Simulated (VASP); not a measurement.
An input for Ansatz (written as the equivalent of a VASP run, and not itself run):

Ansatz 0.2 input:
```yaml
crystal:
  lattice:
    - [1.2775626, -2.2128035, 0.0000000]
    - [1.2775626, 2.2128035, 0.0000000]
    - [0.0000000, 0.0000000, 4.2254281]
  atoms:
    - { symbol: B, position: [0.6666670, 0.3333330, 0.5002373] }
    - { symbol: B, position: [0.3333330, 0.6666670, 0.0002373] }
    - { symbol: N, position: [0.6666670, 0.3333330, 0.8747627] }
    - { symbol: N, position: [0.3333330, 0.6666670, 0.3747627] }
kpoints:
  mp_grid: { grid: [8, 8, 4] }
hamiltonian:
  xc: pbe
  pseudopotentials: { kind: paw }
scf:
  occupations: { method: gaussian, width: 0.05 }
  max_iter: 100
output: { forces: true, stress: true, eigenvalues: true }
```

### Question
Translate this input to VASP (INCAR, KPOINTS, POSCAR, choice of POTCAR).

### Answer
This is not unique; one that fits is 
File POSCAR:
```
BN
2.5551250
  0.5000000240  -0.8660255322   0.0000000000
  0.5000000240   0.8660255322   0.0000000000
  0.0000000000   0.0000000000   1.6537069865
B N
2 2
direct
  0.6666670000   0.3333330000   0.5002373476
  0.3333330000   0.6666670000   0.0002373476
  0.6666670000   0.3333330000   0.8747626524
  0.3333330000   0.6666670000   0.3747626524
```

**KPOINTS**
```
Automatic mesh
0
Gamma
8 8 4
0 0 0
```

### INCAR
```
SYSTEM = BN
PREC = Accurate
ENCUT = 520
EDIFF = 1E-6
NELM = 100
ALGO = Normal
LREAL = .FALSE.
LASPH = .TRUE.
ISMEAR = 0
SIGMA = 0.05
GGA = PE
LWAVE = .TRUE.
LCHARG = .FALSE.
```

POTCAR, in this order: B N (PBE.64 set). Program: vasp_std.

Limits of the translation: each code has its own PAW files, so the cut-off isn't converted (ENCUT is set for VASP's; basis.ecutwfc is left out, and Ansatz then takes the one that its files recommend); Ansatz stops its SCF on the density residual and VASP on the energy change (EDIFF).

The compound is BN in the wurtzite structure, a metastable high-pressure form. It was relaxed first.
